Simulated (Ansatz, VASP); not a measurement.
# CaSnF4 in two plane-wave programs

Aim: how closely do two programs agree when they are given the same cell, functional and k mesh? The cell is taken from a series of runs on this material, whose earlier steps may have relaxed, scaled, displaced or heated it; both programs get it as it stands.

Method: plane waves, with VASP 6.6.1 beside it; dielectric response at LDA, in Ansatz 0.2.0.

### 1. The structure

The structure is tetragonal, space group P4/mmm (No. 123). Conventional cell: a = 4.005 Å, b = 4.005 Å, c = 5.780 Å, α = 90.00°, β = 90.00°, γ = 90.00°. Nearest to Ca lie 8 F at 2.42 Å. Nearest to Sn lie 8 F at 2.52 Å. Nearest to F lie 2 Ca at 2.42 Å and 2 Sn at 2.52 Å. Farther neighbours and most contacts between anions are not listed.

Structure file:

```xyz
6
Lattice="4.0045 0.0000 0.0000 0.0000 4.0045 0.0000 0.0000 0.0000 5.7805" Properties=species:S:1:pos:R:3 pbc="T T T"
Ca    0.0000    0.0000    2.8902
Sn    2.0023    2.0023    0.0000
F     2.0023    0.0000    1.5361
F     2.0023    0.0000    4.2444
F     0.0000    2.0023    4.2444
F     0.0000    2.0023    1.5361
```

### 2. VASP: dielectric response, LDA

The response to a field tests empty states and converges slowly with the mesh.

Lines of VASP's logs that name or quote its potential files are left out, and so is its time.

File INCAR:

```
SYSTEM = CaSnF4
PREC = Accurate
ENCUT = 520
EDIFF = 1E-08
NELM = 120
ISMEAR = 0
SIGMA = 0.01
LREAL = .FALSE.
ALGO = Normal
GGA = CA
NBANDS = 32
LORBIT = 11
LWAVE = .FALSE.
LCHARG = .FALSE.
ISIF = 2
LEPSILON = .TRUE.
LASPH = .TRUE.
GGA_COMPAT = .FALSE.
KPAR = 2
```

File POSCAR:

```
CaSnF4
1.0
    4.0045480000      0.0000000000      0.0000000000
    0.0000000000      4.0045480000      0.0000000000
    0.0000000000      0.0000000000      5.7804670000
Ca Sn F
1 1 4
Direct
    0.0000000000      0.0000000000      0.5000000000
    0.5000000000      0.5000000000      0.0000000000
    0.5000000000      0.0000000000      0.2657380000
    0.5000000000      0.0000000000      0.7342620000
    0.0000000000      0.5000000000      0.7342620000
    0.0000000000      0.5000000000      0.2657380000
```

File KPOINTS:

```
Automatic mesh
0
Gamma
6 6 4
0 0 0
```

The projector-augmented-wave data sets are Ca_sv, Sn_d and F (LDA family, release 64).

Command:

```
$ mpirun -np 2 vasp_std
```

Numbers of over 12 decimals in the logs are rounded to 6 here.

The program printed:

```text
[banner, memory and clock lines left out]
running    2 mpi-ranks, on    1 nodes
 distrk:  each k-point on    1 cores,    2 groups
 distr:  one band on    1 cores,    1 groups

 POSCAR found type information on POSCAR CaSnF
 POSCAR found :  3 types and       6 ions
 LDA part: xc-table for (Slater(with rela. corr.)+CA(PZ))
 , standard interpolation
 POSCAR, INCAR and KPOINTS ok, starting setup
 FFT: planning ... GRIDC
 FFT: planning ... GRID_SOFT
 FFT: planning ... GRID
 WAVECAR not read
 entering main loop
       N       E                     dE             d eps       ncg     rms          rms(c)
DAV:   1     0.664964338995E+03    0.66496E+03   -0.27104E+04  1976   0.204E+03
DAV:   2     0.484671437381E+02   -0.61650E+03   -0.59372E+03  2272   0.587E+02
DAV:   3    -0.331388731911E+02   -0.81606E+02   -0.80905E+02  2168   0.193E+02
DAV:   4    -0.377265824635E+02   -0.45877E+01   -0.45788E+01  3040   0.437E+01
DAV:   5    -0.378711865150E+02   -0.14460E+00   -0.14457E+00  2760   0.633E+00    0.107E+01
DAV:   6    -0.346990791960E+02    0.31721E+01   -0.14524E+01  2696   0.239E+01    0.432E+00
DAV:   7    -0.345724889589E+02    0.12659E+00   -0.81299E-01  2680   0.632E+00    0.224E+00
DAV:   8    -0.344890083154E+02    0.83481E-01   -0.19870E-01  2624   0.706E+00    0.376E-01
DAV:   9    -0.344909728672E+02   -0.19646E-02   -0.33855E-02  2560   0.134E+00    0.165E-01
DAV:  10    -0.344915014184E+02   -0.52855E-03   -0.41143E-03  2808   0.671E-01    0.643E-02
DAV:  11    -0.344915436649E+02   -0.42246E-04   -0.55079E-04  2784   0.179E-01    0.280E-02
DAV:  12    -0.344915607024E+02   -0.17038E-04   -0.57864E-05  3184   0.734E-02    0.667E-03
DAV:  13    -0.344915611143E+02   -0.41190E-06   -0.71426E-06  2752   0.189E-02    0.282E-03
DAV:  14    -0.344915612320E+02   -0.11773E-06   -0.77347E-07  2688   0.127E-02    0.658E-04
DAV:  15    -0.344915612388E+02   -0.67648E-08   -0.73179E-08  2384   0.177E-03
   1 F= -.34491561E+02 E0= -.34491561E+02  d E =-.343953E-78
 Linear response reoptimize wavefunctions to high precision
DAV:   1    -0.344915612392E+02   -0.44292E-09   -0.94501E-09  2040   0.938E-04
DAV:   2    -0.344915612393E+02   -0.47294E-10   -0.11415E-09  1536   0.250E-04
DAV:   3    -0.344915612394E+02   -0.92768E-10   -0.23161E-10  1600   0.122E-04
 Linear response G [H, r] |phi>, progress :
  Direction:   1
       N       E                     dE             d eps       ncg     rms
RMM:   1    -0.170785850874E+03   -0.17079E+03    0.66167E+02  3056   0.216E+02
RMM:   2    -0.170260040195E+03    0.52581E+00   -0.60554E+01  3318   0.461E+01
RMM:   3    -0.170977151033E+03   -0.71711E+00   -0.72862E+00  3954   0.120E+01
RMM:   4    -0.171236275895E+03   -0.25912E+00   -0.17202E+00  4344   0.375E+00
RMM:   5    -0.171313071229E+03   -0.76795E-01   -0.34337E-01  4435   0.147E+00
RMM:   6    -0.171327499446E+03   -0.14428E-01   -0.92269E-02  4557   0.658E-01
RMM:   7    -0.171331197745E+03   -0.36983E-02   -0.26064E-02  4660   0.322E-01
RMM:   8    -0.171331920443E+03   -0.72270E-03    0.18769E-03  4726   0.163E-01
RMM:   9    -0.171332434571E+03   -0.51413E-03   -0.29868E-04  4715   0.881E-02
RMM:  10    -0.171332469536E+03   -0.34966E-04    0.37213E-03  4670   0.530E-02
RMM:  11    -0.171332738200E+03   -0.26866E-03    0.79824E-04  4588   0.337E-02
RMM:  12    -0.171332439767E+03    0.29843E-03    0.40771E-03  4473   0.221E-02
RMM:  13    -0.171332777109E+03   -0.33734E-03   -0.29150E-04  4395   0.157E-02
RMM:  14    -0.171332556229E+03    0.22088E-03    0.28728E-03  4334   0.116E-02
RMM:  15    -0.171332646285E+03   -0.90056E-04    0.10984E-03  4287   0.919E-03
RMM:  16    -0.171332329056E+03    0.31723E-03    0.44948E-03  4264   0.762E-03
RMM:  17    -0.171332860612E+03   -0.53156E-03   -0.10243E-03  4237   0.673E-03
RMM:  18    -0.171332393803E+03    0.46681E-03    0.42588E-03  4211   0.611E-03
RMM:  19    -0.171332645763E+03   -0.25196E-03    0.31327E-04  4211   0.579E-03
RMM:  20    -0.171332366446E+03    0.27932E-03    0.39153E-03  4188   0.557E-03
RMM:  21    -0.171332744764E+03   -0.37832E-03   -0.78859E-04  4183   0.546E-03
RMM:  22    -0.171332432136E+03    0.31263E-03    0.28348E-03  4200   0.536E-03
 Linear response G [H, r] |phi>, progress :
  Direction:   2
       N       E                     dE             d eps       ncg     rms
RMM:   1    -0.174143463341E+03   -0.17414E+03    0.65650E+02  3022   0.213E+02
RMM:   2    -0.169537303489E+03    0.46062E+01   -0.62058E+01  3334   0.464E+01
RMM:   3    -0.170378900311E+03   -0.84160E+00   -0.75774E+00  3899   0.121E+01
RMM:   4    -0.170693718820E+03   -0.31482E+00   -0.16916E+00  4223   0.364E+00
RMM:   5    -0.170769727439E+03   -0.76009E-01   -0.30465E-01  4351   0.138E+00
RMM:   6    -0.170784470286E+03   -0.14743E-01   -0.81755E-02  4449   0.603E-01
RMM:   7    -0.170787773861E+03   -0.33036E-02   -0.32330E-02  4559   0.292E-01
RMM:   8    -0.170788720621E+03   -0.94676E-03   -0.19527E-03  4584   0.150E-01
[...]
RMM:   2    -0.555004063024E+00   -0.69552E-01   -0.81092E-02  3675   0.133E+00
RMM:   3    -0.558453934397E+00   -0.34499E-02   -0.19188E-02  4087   0.397E-01
RMM:   4    -0.559315936416E+00   -0.86200E-03   -0.35549E-03  4239   0.138E-01
RMM:   5    -0.559500580316E+00   -0.18464E-03   -0.95111E-04  4323   0.613E-02
RMM:   6    -0.559558745628E+00   -0.58165E-04   -0.30116E-04  4399   0.288E-02
[...]
RMM:   2    -0.618421838638E+00   -0.71206E-01   -0.79855E-02  5843   0.134E+00    0.152E+00
RMM:   3    -0.560309317106E+00    0.58113E-01   -0.58068E-02  5423   0.134E+00    0.721E-01
RMM:   4    -0.566726072924E+00   -0.64168E-02   -0.37989E-02  5882   0.105E+00    0.227E-01
RMM:   5    -0.574749481324E+00   -0.80234E-02   -0.83138E-03  6271   0.379E-01    0.360E-02
RMM:   6    -0.576159403350E+00   -0.14099E-02   -0.18553E-03  6619   0.134E-01    0.315E-02
RMM:   7    -0.576633972714E+00   -0.47457E-03   -0.46394E-04  6669   0.615E-02    0.135E-02
RMM:   8    -0.576772816985E+00   -0.13884E-03   -0.86397E-05  6850   0.324E-02    0.305E-03
RMM:   9    -0.576808418320E+00   -0.35601E-04   -0.12318E-04  6896   0.159E-02    0.199E-03
RMM:  10    -0.576816775907E+00   -0.83576E-05    0.20957E-05  7063   0.911E-03    0.784E-04
RMM:  11    -0.576813824952E+00    0.29510E-05   -0.29738E-05  7016   0.551E-03    0.271E-04
RMM:  12    -0.576813159318E+00    0.66563E-06    0.25739E-05  7025   0.338E-03    0.387E-04
RMM:  13    -0.576814207279E+00   -0.10480E-05   -0.13729E-05  6640   0.212E-03    0.333E-04
RMM:  14    -0.576814356396E+00   -0.14912E-06    0.92890E-06  6373   0.143E-03    0.502E-04
RMM:  15    -0.576814317113E+00    0.39283E-07   -0.31092E-06  6116   0.102E-03    0.281E-04
RMM:  16    -0.576814269397E+00    0.47715E-07    0.24869E-06  6297   0.727E-04    0.209E-04
RMM:  17    -0.576814823806E+00   -0.55441E-06   -0.62063E-07  5957   0.534E-04    0.850E-05
RMM:  18    -0.576815067802E+00   -0.24400E-06    0.11006E-06  4806   0.381E-04    0.885E-05
RMM:  19    -0.576815562006E+00   -0.49420E-06   -0.25682E-07  5903   0.328E-04    0.344E-05
RMM:  20    -0.576815625043E+00   -0.63038E-07    0.22902E-07  4539   0.260E-04    0.215E-05
RMM:  21    -0.576815642081E+00   -0.17038E-07    0.81543E-08  4405   0.229E-04    0.127E-05
RMM:  22    -0.576815701652E+00   -0.59571E-07    0.94935E-09  4302   0.211E-04    0.980E-06
 change of polarisation eV/A/(eV/A) component  1 :     1.079    -0.010     0.026
 dielectric tensor                  component  1 :     3.107    -0.020     0.051
 Linear response to external field, progress :
  Direction:   2
       N       E                     dE             d eps       ncg     rms          rms(c)
RMM:   1    -0.547216356803E+00   -0.54722E+00   -0.17572E+00  5017   0.625E+00
RMM:   2    -0.618425594555E+00   -0.71209E-01   -0.80007E-02  5849   0.134E+00    0.152E+00
RMM:   3    -0.560310303313E+00    0.58115E-01   -0.58042E-02  5424   0.134E+00    0.721E-01
RMM:   4    -0.566727841779E+00   -0.64175E-02   -0.38014E-02  5880   0.105E+00    0.227E-01
RMM:   5    -0.574749672409E+00   -0.80218E-02   -0.83139E-03  6272   0.380E-01    0.360E-02
RMM:   6    -0.576158849723E+00   -0.14092E-02   -0.18529E-03  6620   0.134E-01    0.314E-02
RMM:   7    -0.576634579827E+00   -0.47573E-03   -0.51092E-04  6668   0.616E-02    0.134E-02
RMM:   8    -0.576773081992E+00   -0.13850E-03   -0.14858E-04  6846   0.324E-02    0.308E-03
RMM:   9    -0.576808314657E+00   -0.35233E-04   -0.13079E-04  6883   0.159E-02    0.199E-03
RMM:  10    -0.576816806689E+00   -0.84920E-05    0.19063E-05  7059   0.914E-03    0.773E-04
RMM:  11    -0.576813600622E+00    0.32061E-05   -0.29488E-05  6988   0.552E-03    0.278E-04
RMM:  12    -0.576813186981E+00    0.41364E-06    0.20291E-05  7006   0.339E-03    0.377E-04
RMM:  13    -0.576814028349E+00   -0.84137E-06   -0.97711E-06  6525   0.211E-03    0.366E-04
RMM:  14    -0.576814660273E+00   -0.63192E-06    0.56228E-06  6342   0.142E-03    0.504E-04
RMM:  15    -0.576814450445E+00    0.20983E-06   -0.62629E-06  6093   0.102E-03    0.284E-04
RMM:  16    -0.576814313927E+00    0.13652E-06    0.21763E-06  6289   0.739E-04    0.191E-04
RMM:  17    -0.576814777535E+00   -0.46361E-06   -0.16047E-06  6171   0.550E-04    0.875E-05
RMM:  18    -0.576814984119E+00   -0.20658E-06    0.93632E-07  4887   0.376E-04    0.769E-05
RMM:  19    -0.576815564321E+00   -0.58020E-06   -0.10622E-06  5578   0.309E-04    0.318E-05
RMM:  20    -0.576815548163E+00    0.16158E-07    0.41895E-07  4614   0.251E-04    0.321E-05
RMM:  21    -0.576815687206E+00   -0.13904E-06   -0.60005E-07  4790   0.224E-04    0.214E-05
RMM:  22    -0.576815780269E+00   -0.93063E-07    0.13646E-07  4569   0.205E-04    0.888E-06
 change of polarisation eV/A/(eV/A) component  2 :    -0.010     1.079     0.027
 dielectric tensor                  component  2 :    -0.020     3.107     0.053
 Linear response to external field, progress :
  Direction:   3
       N       E                     dE             d eps       ncg     rms          rms(c)
RMM:   1    -0.539574492863E+00   -0.53957E+00   -0.16658E+00  3248   0.598E+00
RMM:   2    -0.612306222589E+00   -0.72732E-01   -0.89757E-02  3721   0.130E+00    0.168E+00
RMM:   3    -0.528815069040E+00    0.83491E-01   -0.24445E-01  3411   0.223E+00    0.754E-01
RMM:   4    -0.519373892498E+00    0.94412E-02   -0.34450E-02  3735   0.106E+00    0.352E-01
RMM:   5    -0.528594711690E+00   -0.92208E-02   -0.11353E-02  3840   0.586E-01    0.138E-01
RMM:   6    -0.533153798878E+00   -0.45591E-02   -0.39413E-03  3986   0.227E-01    0.585E-02
RMM:   7    -0.534353752520E+00   -0.12000E-02   -0.10896E-03  3927   0.143E-01    0.291E-02
RMM:   8    -0.534308670697E+00    0.45082E-04   -0.21505E-04  4051   0.517E-02    0.638E-03
RMM:   9    -0.534252692163E+00    0.55979E-04    0.10024E-04  4073   0.269E-02    0.570E-03
RMM:  10    -0.534323118214E+00   -0.70426E-04   -0.76287E-05  4216   0.124E-02    0.293E-03
RMM:  11    -0.534332553809E+00   -0.94356E-05    0.27584E-06  4217   0.694E-03    0.164E-03
RMM:  12    -0.534351624612E+00   -0.19071E-04    0.43334E-05  4236   0.434E-03    0.429E-04
RMM:  13    -0.534359600393E+00   -0.79758E-05    0.26868E-05  4358   0.228E-03    0.441E-04
RMM:  14    -0.534361449038E+00   -0.18486E-05    0.71632E-06  3996   0.166E-03    0.110E-04
RMM:  15    -0.534361662162E+00   -0.21312E-06    0.27657E-05  4217   0.907E-04    0.728E-05
RMM:  16    -0.534362363520E+00   -0.70136E-06    0.10599E-05  3384   0.556E-04    0.880E-05
RMM:  17    -0.534362764419E+00   -0.40090E-06    0.15368E-05  3368   0.414E-04    0.548E-05
RMM:  18    -0.534362495853E+00    0.26857E-06    0.17885E-05  3392   0.312E-04    0.272E-05
RMM:  19    -0.534363252802E+00   -0.75695E-06    0.17484E-05  3285   0.257E-04    0.708E-06
 change of polarisation eV/A/(eV/A) component  3 :     0.043     0.008     1.007
 dielectric tensor                  component  3 :     0.083     0.016     2.966
 Born effective charges drift removed
```

From OUTCAR (step 2):

```text
ion  position               nearest neighbor table
   1  0.000  0.000  0.500-   3 2.42   4 2.42   5 2.42   6 2.42   5 2.42   6 2.42   3 2.42   4 2.42

  LATTYP: Found a simple tetragonal cell.
 ALAT       =     4.0045480000
 C/A-ratio  =     1.4434755183

 Subroutine GETGRP returns: Found 16 space group operations
 (whereof 16 operations were pure point group operations)

The static configuration has the point symmetry D_4h.

 Found     30 irreducible k-points:

   k-points           NKPTS =     30   k-points in BZ     NKDIM =     30   number of bands    NBANDS=     32

   dimension x,y,z NGX =    30 NGY =   30 NGZ =   48
   dimension x,y,z NGXF=    60 NGYF=   60 NGZF=   96

   ENCUT  =  520.0 eV  38.22 Ry    6.18 a.u.   7.45  7.45 10.75*2*pi/ulx,y,z

   NELECT =      52.0000    total number of electrons

 k-points in reciprocal lattice and weights: Automatic mesh
   0.00000000  0.00000000  0.00000000       0.007
   0.16666667  0.00000000  0.00000000       0.028
   0.33333333  0.00000000  0.00000000       0.028
   0.50000000  0.00000000  0.00000000       0.014
   0.16666667  0.16666667  0.00000000       0.028
   0.33333333  0.16666667  0.00000000       0.056
   0.50000000  0.16666667  0.00000000       0.028
   0.33333333  0.33333333  0.00000000       0.028
   0.50000000  0.33333333  0.00000000       0.028
[...]
0.50000000  0.33333333  0.50000000       0.028
   0.50000000  0.50000000  0.50000000       0.007

 average (electrostatic) potential at core
       1 -45.2404       2-103.5607       3 -76.0261       4 -76.0261       5 -76.0261
       6 -76.0261

  Total       -4.0167535     -4.0167535     -4.3277279      0.0000000     -0.0000000      0.0000000
  in kB      -69.4249898    -69.4249898    -74.7998281      0.0000000     -0.0000000      0.0000000
  external PRESSURE =     -71.2166026 kB  Pullay stress =       0.0000000 kB

  energy-cutoff  :      520.00
  volume of cell :       92.70
      direct lattice vectors                 reciprocal lattice vectors
     4.004548000  0.000000000  0.000000000     0.249716073  0.000000000  0.000000000
     0.000000000  4.004548000  0.000000000     0.000000000  0.249716073  0.000000000
     0.000000000  0.000000000  5.780467000     0.000000000  0.000000000  0.172996403

 POSITION                                       TOTAL-FORCE (eV/Angst)
 -----------------------------------------------------------------------------------
      0.00000      0.00000      2.89023        -0.000000      0.000000      0.000000
      2.00227      2.00227      0.00000        -0.000000      0.000000      0.000000
      2.00227      0.00000      1.53609         0.000000     -0.000000     -0.035754
      2.00227      0.00000      4.24438        -0.000000     -0.000000      0.035754
      0.00000      2.00227      4.24438        -0.000000     -0.000000      0.035754
      0.00000      2.00227      1.53609        -0.000000     -0.000000     -0.035754
 -----------------------------------------------------------------------------------
    total drift:                                0.000000      0.000000     -0.000000

 MACROSCOPIC STATIC DIELECTRIC TENSOR (including local field effects in DFT)
 ------------------------------------------------------
           3.106880     0.000000     0.000000
           0.000000     3.106880     0.000000
           0.000000     0.000000     2.965915
 ------------------------------------------------------

 PIEZOELECTRIC TENSOR (including local field effects)  for field in x, y, z        (C/m^2)
          XX          YY          ZZ          XY          YZ          ZX
  --------------------------------------------------------------------------------
  x     0.00000     0.00000     0.00000     0.00000     0.00000     0.00000
  y     0.00000     0.00000     0.00000     0.00000     0.00000     0.00000
  z     0.00000     0.00000     0.00000     0.00000     0.00000     0.00000

 BORN EFFECTIVE CHARGES (including local field effects) (in |e|, cummulative output)
 ---------------------------------------------------------------------------------
 ion    1
    1     2.37198     0.00000     0.00000
    2     0.00000     2.37198     0.00000
    3     0.00000     0.00000     2.86421
 ion    2
    1     3.32859     0.00000     0.00000
    2     0.00000     3.32859     0.00000
    3     0.00000     0.00000     2.91451
 ion    3
    1    -1.00649     0.00000     0.00000
    2     0.00000    -1.84379     0.00000
    3     0.00000     0.00000    -1.44468
 ion    4
    1    -1.00649     0.00000     0.00000
    2     0.00000    -1.84379     0.00000
    3     0.00000     0.00000    -1.44468
 ion    5
    1    -1.84379     0.00000     0.00000
    2     0.00000    -1.00649     0.00000
    3     0.00000     0.00000    -1.44468
 ion    6
    1    -1.84379     0.00000     0.00000
    2     0.00000    -1.00649     0.00000
    3     0.00000     0.00000    -1.44468
```

(Part 1 of 2 ends here.)

[Lines on the potential files, build, host, timing and source positions are cut from VASP's logs without a mark.]

[Logs are printed without paths, hosts, clocks, repeated set-up lines and the standing remarks that a program may print on its own settings, such as how far it seeks lower states.]

[Hosts, paths, dates, database ids (printed as entryN), source tags and the programs' standing remarks are cut or masked in the printed files.]
